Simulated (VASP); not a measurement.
The input files of a VASP run:

### POSCAR
```
Al
1
    0.0000000000     2.0664380295     2.0664380295
    2.0664380295     0.0000000000     2.0664380295
    2.0664380295     2.0664380295     0.0000000000
Al
1
Direct
  0.0000000000   0.0000000000   0.0000000000
```

**KPOINTS**
```
Automatic mesh
0
Gamma
15 15 15
0 0 0
```

**INCAR**
```
SYSTEM  =  Al
PREC  =  Accurate; ENCUT  =  520; LREAL  =  .False.
LASPH  =  .True.
EDIFF  =  1E-7; NELM  =  100; ALGO  =  Normal
ISMEAR  =  1; SIGMA  =  0.1
GGA  =  RE
ISIF  =  2
LWAVE  =  .False.; LCHARG  =  .False.
```

POTCAR, in this order: Al (PBE.64 set). Program: vasp_std.

Problem. Write an equivalent input for Ansatz.

Solution. One equivalent input (not run):
Ansatz 0.2 input:
```yaml
crystal:
  lattice:
    - [0.0000000, 2.0664380, 2.0664380]
    - [2.0664380, 0.0000000, 2.0664380]
    - [2.0664380, 2.0664380, 0.0000000]
  atoms:
    - { symbol: Al, position: [0.0000000, 0.0000000, 0.0000000] }
kpoints:
  mp_grid: { grid: [15, 15, 15] }
hamiltonian:
  xc: revpbe
  pseudopotentials: { kind: paw }
scf:
  occupations: { method: methfessel_paxton, width: 0.1 }
  max_iter: 100
output: { forces: true, stress: true, eigenvalues: true }
```
Limits of the translation: each code has its own PAW files, so the cut-off isn't converted (ENCUT is set for VASP's; basis.ecutwfc is left out, and Ansatz then takes the one that its files recommend); Ansatz stops its SCF on the density residual and VASP on the energy change (EDIFF).

The compound is Al in the fcc structure. This cell is one point of a volume scan, at 1.06 of the reference volume.
